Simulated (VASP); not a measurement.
Method: LDA (Ceperley-Alder, Perdew-Zunger) with spin-orbit coupling, VASP's LDA PAW potentials (set 64) (plane waves; VASP).

VASP input:

KPOINTS_OPT:
```
k-points along high-symmetry lines
8
Line-mode
Reciprocal
  0.000000   0.000000   0.000000 ! GAMMA
  0.000000   0.500000   0.000000 ! X

  0.000000   0.500000   0.000000 ! X
  0.500000   0.500000   0.000000 ! M

  0.500000   0.500000   0.000000 ! M
  0.000000   0.000000   0.000000 ! GAMMA

  0.000000   0.000000   0.000000 ! GAMMA
  0.500000   0.500000   0.500000 ! R

  0.500000   0.500000   0.500000 ! R
  0.000000   0.500000   0.000000 ! X

  0.500000   0.500000   0.500000 ! R
  0.500000   0.500000   0.000000 ! M
```

### POSCAR
```
Ni3Al
1.0
  3.4794188083   0.0000000000   0.0000000000
  0.0000000000   3.4794188083   0.0000000000
  0.0000000000   0.0000000000   3.4794188083
Al Ni
1 3
Cart
  0.0000000000   0.0000000000   0.0000000000
  0.0000000000   1.7397094042   1.7397094042
  1.7397094042   0.0000000000   1.7397094042
  1.7397094042   1.7397094042   0.0000000000
```

### INCAR
```
SYSTEM=Ni3Al
PREC=Accurate; ENCUT=400; LREAL=.False.
LASPH=.True.
EDIFF=1E-6; NELM=100; ALGO=Normal
LMAXMIX=4
ISMEAR=0; SIGMA=0.05
GGA_COMPAT=.False.
MAGMOM=0 0 -0.0 0 0 0.2 0 0 0.2 0 0 0.2
LSORBIT=.True.
LWAVE=.False.; LCHARG=.False.; LORBIT=11
```

KPOINTS:
```
Automatic mesh
0
Gamma
8 8 8
0 0 0
```

POTCAR, in this order: Al Ni (LDA.64 set). Program: vasp_ncl.

The run wrote:

File OSZICAR:
```
       N       E                     dE             d eps       ncg     rms          rms(c)
DAV:   1     0.209263711193E+03    0.20926E+03   -0.12017E+04  7208   0.182E+03
DAV:   2    -0.128587899095E+02   -0.22212E+03   -0.21453E+03  7216   0.388E+02
DAV:   3    -0.299193041260E+02   -0.17061E+02   -0.15895E+02  7688   0.141E+02
DAV:   4    -0.303179577420E+02   -0.39865E+00   -0.39594E+00  8320   0.222E+01
DAV:   5    -0.303300312201E+02   -0.12073E-01   -0.12064E-01  9384   0.314E+00    0.206E+01
DAV:   6    -0.306891639225E+02   -0.35913E+00   -0.73223E+01  8120   0.144E+02    0.200E+01
DAV:   7    -0.259213373828E+02    0.47678E+01   -0.21459E+01  8000   0.781E+01    0.281E+00
DAV:   8    -0.258904885154E+02    0.30849E-01   -0.58704E-01  7920   0.746E+00    0.161E+00
DAV:   9    -0.258601126940E+02    0.30376E-01   -0.46710E-02  9688   0.363E+00    0.642E-01
DAV:  10    -0.258596492916E+02    0.46340E-03   -0.12568E-02  9200   0.408E+00    0.538E-01
DAV:  11    -0.258578894048E+02    0.17599E-02   -0.30692E-03  9128   0.226E+00    0.255E-01
DAV:  12    -0.258582453850E+02   -0.35598E-03   -0.12016E-03  9768   0.625E-01    0.275E-01
DAV:  13    -0.258582196097E+02    0.25775E-04   -0.94166E-05  7696   0.143E-01    0.276E-01
DAV:  14    -0.258593026289E+02   -0.10830E-02   -0.11121E-03  8368   0.846E-01    0.251E-01
DAV:  15    -0.258576038435E+02    0.16988E-02   -0.11618E-02  8904   0.246E+00    0.542E-01
DAV:  16    -0.258598931603E+02   -0.22893E-02   -0.65364E-03  8368   0.183E+00    0.898E-02
DAV:  17    -0.258599263050E+02   -0.33145E-04   -0.33657E-04  8600   0.396E-01    0.569E-02
DAV:  18    -0.258599333427E+02   -0.70378E-05   -0.36127E-05  7992   0.877E-02    0.419E-02
DAV:  19    -0.258599398541E+02   -0.65113E-05   -0.47211E-06  8568   0.382E-02    0.293E-02
DAV:  20    -0.258599473829E+02   -0.75288E-05   -0.98591E-06  8808   0.668E-02    0.593E-03
DAV:  21    -0.258599485013E+02   -0.11184E-05   -0.26404E-06  7080   0.253E-02    0.273E-03
DAV:  22    -0.258599483563E+02    0.14499E-06   -0.40785E-07  3960   0.133E-02
   1 F= -.25859948E+02 E0= -.25857559E+02  d E =-.477908E-02  mag=     0.0000    -0.0000     0.4820
       N       E                     dE             ncg
```

File OUTCAR:
```
------------------------ aborting loop because EDIFF is reached ----------------------------------------
  FORCE on cell =-STRESS in cart. coord.  units (eV):
  Direction    XX          YY          ZZ          XY          YZ          ZX
  --------------------------------------------------------------------------------------
  Total        0.0089927      0.0089927      0.0067948      0.0000000      0.0000000      0.0000000
  in kB        0.3420428      0.3420428      0.2584439      0.0000000      0.0000000      0.0000000
  external PRESSURE =       0.3141765 kB  Pullay stress =       0.0000000 kB
  volume of cell :       42.12
      direct lattice vectors                 reciprocal lattice vectors
     3.479418808  0.000000000  0.000000000     0.287404321  0.000000000  0.000000000
     0.000000000  3.479418808  0.000000000     0.000000000  0.287404321  0.000000000
     0.000000000  0.000000000  3.479418808     0.000000000  0.000000000  0.287404321
 POSITION                                       TOTAL-FORCE (eV/Angst)
 -----------------------------------------------------------------------------------
      0.00000      0.00000      0.00000         0.000000      0.000000      0.000000
      0.00000      1.73971      1.73971         0.000000      0.000000      0.000000
      1.73971      0.00000      1.73971         0.000000      0.000000      0.000000
      1.73971      1.73971      0.00000         0.000000      0.000000      0.000000
 -----------------------------------------------------------------------------------
    total drift:                                0.000000     -0.000000     -0.000000
  FREE ENERGIE OF THE ION-ELECTRON SYSTEM (eV)
  ---------------------------------------------------
  free  energy   TOTEN  =       -25.8599483563 eV

  energy  without entropy=      -25.8551692748  energy(sigma->0) =      -25.85755882

 total charge

# of ion       s       p       d       tot
------------------------------------------
    1        0.420   0.425   0.000   0.845
    2        0.527   0.578   8.430   9.536
    3        0.527   0.578   8.430   9.536
    4        0.527   0.578   8.430   9.536
--------------------------------------------------
tot          2.002   2.159  25.291  29.452

 magnetization (x)

# of ion       s       p       d       tot
------------------------------------------
    1        0.000   0.000   0.000   0.000
    2        0.000   0.000   0.000   0.000
    3        0.000   0.000   0.000   0.000
    4        0.000   0.000   0.000   0.000
--------------------------------------------------
tot          0.000   0.000   0.000   0.000

 magnetization (y)

# of ion       s       p       d       tot
------------------------------------------
    1        0.000  -0.000   0.000  -0.000
    2        0.000  -0.000   0.000   0.000
    3        0.000   0.000   0.000   0.000
    4        0.000  -0.000   0.000  -0.000
--------------------------------------------------
tot          0.000  -0.000   0.000   0.000

 magnetization (z)

# of ion       s       p       d       tot
------------------------------------------
    1       -0.001  -0.005   0.000  -0.006
    2       -0.002  -0.005   0.174   0.167
    3       -0.002  -0.005   0.174   0.167
    4       -0.002  -0.005   0.174   0.168
--------------------------------------------------
tot         -0.006  -0.019   0.521   0.497

 Ion:    1  E_soc:     -0.0002318

 Ion:    2  E_soc:     -0.0169598

 Ion:    3  E_soc:     -0.0169598

 Ion:    4  E_soc:     -0.0170101
```
(Selected blocks of OUTCAR.)

The compound is Ni3Al in the L1_2 structure. It was relaxed first, which changed the volume by -7 %.
